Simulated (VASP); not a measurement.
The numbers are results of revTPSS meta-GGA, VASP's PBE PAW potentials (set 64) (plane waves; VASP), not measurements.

VASP ran on this input.

### INCAR
```
SYSTEM = MnF2
SIGMA = 0.05   # width (eV)
LCHARG = .FALSE.
LASPH = .TRUE.   # aspherical one-centre terms
NELM = 100   # most electronic steps
ISPIN = 2   # spin-polarised
LMIXTAU = .TRUE.
LREAL = .FALSE.
EDIFFG = -0.01   # ionic stop
MAGMOM = 4.6 -4.6 -0.0 2*0.0 -0.0
ALGO = Normal
NSW = 30
LORBIT = 10
LMAXMIX = 4
PREC = Accurate
ISMEAR = 0
ENCUT = 520   # plane-wave cut-off (eV)
EDIFF = 1E-7   # SCF stop (eV)
LWAVE = .FALSE.
METAGGA = RTPSS
IBRION = 2   # conjugate gradients
ISIF = 4
```

POSCAR:
```
MnF2
1
    4.9152600625     0.0000000000     0.0000000000
    0.0000000000     4.9152600625     0.0000000000
    0.0000000000     0.0000000000     3.3355572804
Mn F
2 4
Direct
  0.0000000000   0.0000000000   0.0000000000
  0.5000000000   0.5000000000   0.5000000000
  0.3040894187   0.3040894187   0.0000000000
  0.8040894187   0.1959105813   0.5000000000
  0.1959105813   0.8040894187   0.5000000000
  0.6959105813   0.6959105813   0.0000000000
```

File KPOINTS:
```
K-points
0
Gamma
  5 5 7
0 0 0
```

POTCAR, in this order: Mn_pv F (PBE.64 set). Program: vasp_std.

Output of the run:

OSZICAR:
```
       N       E                     dE             d eps       ncg     rms          rms(c)
DAV:   1     0.740471520544E+03    0.74047E+03   -0.33489E+04  4720   0.244E+03
DAV:   2     0.616481279869E+02   -0.67882E+03   -0.65520E+03  4256   0.646E+02
DAV:   3    -0.317139934199E+02   -0.93362E+02   -0.92617E+02  5080   0.271E+02
DAV:   4    -0.355854407400E+02   -0.38714E+01   -0.38619E+01  4656   0.622E+01
DAV:   5    -0.357192243528E+02   -0.13378E+00   -0.13319E+00  4920   0.126E+01    0.189E+01
DAV:   6    -0.412125660678E+02   -0.54933E+01   -0.20050E+02  3072   0.173E+02    0.135E+01
DAV:   7    -0.418543047918E+02   -0.64174E+00   -0.97676E+00  3696   0.293E+01    0.829E+00
DAV:   8    -0.436192557757E+02   -0.17650E+01   -0.87074E+00  3424   0.197E+01    0.698E+00
DAV:   9    -0.418977578349E+02    0.17215E+01   -0.29799E+00  3256   0.151E+01    0.411E+00
DAV:  10    -0.419859003585E+02   -0.88143E-01   -0.46955E-01  3368   0.641E+00    0.129E+00
DAV:  11    -0.419892885238E+02   -0.33882E-02   -0.45850E-02  3560   0.227E+00    0.423E-01
DAV:  12    -0.420003824484E+02   -0.11094E-01   -0.52371E-03  3352   0.692E-01    0.193E-01
DAV:  13    -0.420010657291E+02   -0.68328E-03   -0.58784E-03  3520   0.503E-01    0.950E-02
DAV:  14    -0.420014525554E+02   -0.38683E-03   -0.52694E-04  3264   0.184E-01    0.727E-02
DAV:  15    -0.420015227073E+02   -0.70152E-04   -0.34160E-04  3552   0.117E-01    0.213E-02
DAV:  16    -0.420015200084E+02    0.26990E-05   -0.18772E-05  3664   0.395E-02    0.126E-02
DAV:  17    -0.420015176117E+02    0.23967E-05   -0.40661E-06  3560   0.133E-02    0.492E-03
DAV:  18    -0.420015202795E+02   -0.26678E-05   -0.22327E-06  3224   0.147E-02    0.421E-03
DAV:  19    -0.420015197653E+02    0.51420E-06   -0.10449E-06  3472   0.952E-03    0.127E-03
DAV:  20    -0.420015198536E+02   -0.88269E-07   -0.84227E-08  1928   0.246E-03
   1 F= -.42001520E+02 E0= -.42001520E+02  d E =-.420015E+02  mag=     0.0000
       N       E                     dE             d eps       ncg     rms          rms(c)
DAV:   1    -0.420038426321E+02   -0.23229E-02   -0.19892E-01  3088   0.357E+00    0.368E-01
DAV:   2    -0.420023884703E+02    0.14542E-02   -0.58866E-03  3472   0.670E-01    0.222E-01
DAV:   3    -0.420023050052E+02    0.83465E-04   -0.12555E-03  3952   0.350E-01    0.123E-01
DAV:   4    -0.420023099655E+02   -0.49604E-05   -0.50178E-04  3616   0.200E-01    0.384E-02
DAV:   5    -0.420023113507E+02   -0.13851E-05   -0.39413E-05  3184   0.514E-02    0.236E-02
DAV:   6    -0.420023094218E+02    0.19289E-05   -0.73707E-06  3440   0.231E-02    0.101E-02
DAV:   7    -0.420023102573E+02   -0.83557E-06   -0.21717E-06  3240   0.122E-02    0.268E-03
DAV:   8    -0.420023100028E+02    0.25457E-06   -0.72285E-07  3328   0.688E-03    0.720E-04
DAV:   9    -0.420023100697E+02   -0.66875E-07   -0.49416E-08  1816   0.187E-03
   2 F= -.42002310E+02 E0= -.42002310E+02  d E =-.790216E-03  mag=     0.0000
       N       E                     dE             d eps       ncg     rms          rms(c)
DAV:   1    -0.420060379705E+02   -0.37280E-02   -0.41901E-01  3072   0.518E+00    0.535E-01
DAV:   2    -0.420029702074E+02    0.30678E-02   -0.12394E-02  3424   0.973E-01    0.323E-01
DAV:   3    -0.420028009390E+02    0.16927E-03   -0.26470E-03  3960   0.507E-01    0.179E-01
DAV:   4    -0.420028055159E+02   -0.45769E-05   -0.10556E-03  3600   0.290E-01    0.558E-02
DAV:   5    -0.420028084872E+02   -0.29713E-05   -0.82693E-05  3216   0.744E-02    0.342E-02
DAV:   6    -0.420028046587E+02    0.38284E-05   -0.15520E-05  3360   0.335E-02    0.146E-02
DAV:   7    -0.420028064662E+02   -0.18075E-05   -0.46152E-06  3240   0.178E-02    0.391E-03
DAV:   8    -0.420028059550E+02    0.51118E-06   -0.15363E-06  3272   0.100E-02    0.105E-03
DAV:   9    -0.420028060757E+02   -0.12066E-06   -0.10877E-07  2104   0.275E-03    0.543E-04
DAV:  10    -0.420028061476E+02   -0.71921E-07   -0.61244E-08  1848   0.184E-03
   3 F= -.42002806E+02 E0= -.42002806E+02  d E =-.128629E-02  mag=     0.0000
```

File OUTCAR:
```
------------------------ aborting loop because EDIFF is reached ----------------------------------------
  FORCE on cell =-STRESS in cart. coord.  units (eV):
  Direction    XX          YY          ZZ          XY          YZ          ZX
  --------------------------------------------------------------------------------------
  Total       -1.2359475     -1.2359475     -1.2847314      0.0000000      0.0000000      0.0000000
  in kB      -24.5724920    -24.5724920    -25.5423892      0.0000000      0.0000000      0.0000000
  external PRESSURE =     -24.8957911 kB  Pullay stress =       0.0000000 kB
  volume of cell :       80.59
      direct lattice vectors                 reciprocal lattice vectors
     4.928048676  0.000000000  0.000000000     0.202920074  0.000000000  0.000000000
     0.000000000  4.928048676  0.000000000    -0.000000000  0.202920074  0.000000000
     0.000000000  0.000000000  3.318267758     0.000000000  0.000000000  0.301362058
 POSITION                                       TOTAL-FORCE (eV/Angst)
 -----------------------------------------------------------------------------------
      0.00000      0.00000      0.00000         0.000000     -0.000000      0.000000
      2.46402      2.46402      1.65913         0.000000     -0.000000      0.000000
      1.50076      1.50076      0.00000        -0.004306     -0.004306      0.000000
      3.96478      0.96326      1.65913        -0.004306      0.004306      0.000000
      0.96326      3.96478      1.65913         0.004306     -0.004306      0.000000
      3.42729      3.42729      0.00000         0.004306      0.004306     -0.000000
 -----------------------------------------------------------------------------------
    total drift:                                0.000000     -0.000000     -0.000000
  FREE ENERGIE OF THE ION-ELECTRON SYSTEM (eV)
  ---------------------------------------------------
  free  energy   TOTEN  =       -42.0028061476 eV

  energy  without entropy=      -42.0028061476  energy(sigma->0) =      -42.00280615

 total charge

# of ion       s       p       d       tot
------------------------------------------
    1        0.154   6.137   4.984  11.275
    2        0.154   6.137   4.984  11.275
    3        1.697   4.343   0.000   6.040
    4        1.697   4.343   0.000   6.040
    5        1.697   4.343   0.000   6.040
    6        1.697   4.343   0.000   6.040
--------------------------------------------------
tot          7.097  29.646   9.969  46.711

 magnetization (x)

# of ion       s       p       d       tot
------------------------------------------
    1        0.010   0.015   4.572   4.598
    2       -0.010  -0.015  -4.572  -4.598
    3       -0.002  -0.023   0.000  -0.026
    4        0.002   0.023   0.000   0.026
    5        0.002   0.023   0.000   0.026
    6       -0.002  -0.023   0.000  -0.026
--------------------------------------------------
tot         -0.000   0.000  -0.000  -0.000

 reached required accuracy - stopping structural energy minimisation
```
(Selected blocks of OUTCAR.)

**CONTCAR**
```
MnF2
   1.00000000000000
     4.9280486761931277    0.0000000000000000    0.0000000000000000
     0.0000000000000000    4.9280486761931277    0.0000000000000000
     0.0000000000000000    0.0000000000000000    3.3182677578177366
  Mn              F
     2     4
Direct
     0.0000000000000000    0.0000000000000000    0.0000000000000000
     0.5000000000000000    0.5000000000000000    0.5000000000000000
     0.3045343947294089    0.3045343947294089    0.0000000000000000
     0.8045343947294089    0.1954656052705911    0.5000000000000000
     0.1954656052705911    0.8045343947294089    0.5000000000000000
     0.6954656052705911    0.6954656052705911    0.0000000000000000
```

The compound is MnF2 in the rutile structure. This cell is one point of a volume scan, at 1.03 of the reference volume. Symmetry was kept, so distortions that lower it aren't found.
